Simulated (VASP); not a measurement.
Crystal: BaHf2O3.

```
Ba Hf O
1.0
     5.47608    0.00000    0.00000
    -2.73804    4.74242    0.00000
     0.00000    0.00000    4.04453
Ba Hf O
1 2 3
Direct
  0.00000 0.00000 0.19263
  0.66667 0.33333 0.49615
  0.33333 0.66667 0.49615
  0.00000 0.50000 0.99502
  0.50000 0.00000 0.99502
  0.50000 0.50000 0.99502
```

The cell was built by a generator and needn't be a form met in nature.

| Quantity | Value |
| --- | --- |
| Program | VASP 6.6.1 |
| Task | relaxation of cell and atoms |
| Functional | PBE |
| Potentials or basis | VASP PAW PBE potentials, release 64 (Ba_sv, Hf_pv, O) |
| Cutoff | 600 eV |
| k mesh | 6 × 6 × 7 |
| Occupations | gaussian, width 0.05 eV |
| Spin | no spin polarisation |

At the start: pressure -14.2 GPa; volume 17.51 Å³/atom.

Problem. How do energy, volume and symmetry change on relaxing?

Solution. Over 19 steps the energy falls by 885.0 meV/atom and the volume is 14.37 Å³/atom (-17.9 %); space group P6/mmm (No. 191, to 0.05 Å).

The path:
| step | energy change (eV) | largest force (eV/Å) | pressure (GPa) | volume (Å³) |
| --- | --- | --- | --- | --- |
| 1 | 0.0000 | 2.4403 | -14.16 | 105.04 |
| 2 | -4.2924 | 2.7913 | 12.69 | 81.00 |
| 3 | -4.3985 | 2.8734 | 7.11 | 83.31 |
| 4 | -4.8546 | 1.8594 | -2.80 | 88.33 |
| 5 | -4.8647 | 1.6753 | -4.12 | 89.17 |
| 6 | -5.2028 | 0.7108 | -0.94 | 86.94 |
| 7 | -5.2692 | 0.3701 | 1.31 | 85.64 |
| 8 | -5.3037 | 0.0707 | -1.60 | 87.09 |
| 9 | -5.3069 | 0.0889 | -0.99 | 86.76 |
| 10 | -5.3082 | 0.0343 | 0.89 | 85.70 |
| 11 | -5.3097 | 0.0414 | 0.11 | 86.14 |
| 12 | -5.3100 | 0.0230 | -0.01 | 86.20 |
| 13 | -5.3100 | 0.0181 | -0.03 | 86.21 |
| 14 | -5.3100 | 0.0100 | 0.03 | 86.18 |
| 15 | -5.3100 | 0.0083 | 0.03 | 86.17 |
| 16 | -5.3100 | 0.0050 | 0.08 | 86.16 |
| 17 | -5.3100 | 0.0078 | 0.05 | 86.17 |
| 18 | -5.3100 | 0.0082 | 0.05 | 86.17 |
| 19 | -5.3100 | 0.0006 | -0.02 | 86.21 |

Final structure:
```xyz
6
Lattice="5.5825 0.0000 0.0000 -2.7912 4.8346 0.0000 0.0000 0.0000 3.1942" Properties=species:S:1:pos:R:3 pbc="T T T"
Ba    0.0000    0.0000    0.0906
Hf    2.7912    1.6115    1.6876
Hf    0.0000    3.2230    1.6876
O    -1.3956    2.4173    0.0905
O     2.7912    0.0000    0.0905
O     1.3956    2.4173    0.0905
```

Caveat: the volume moved by over 15 % at a fixed basis, so the end points are rough.
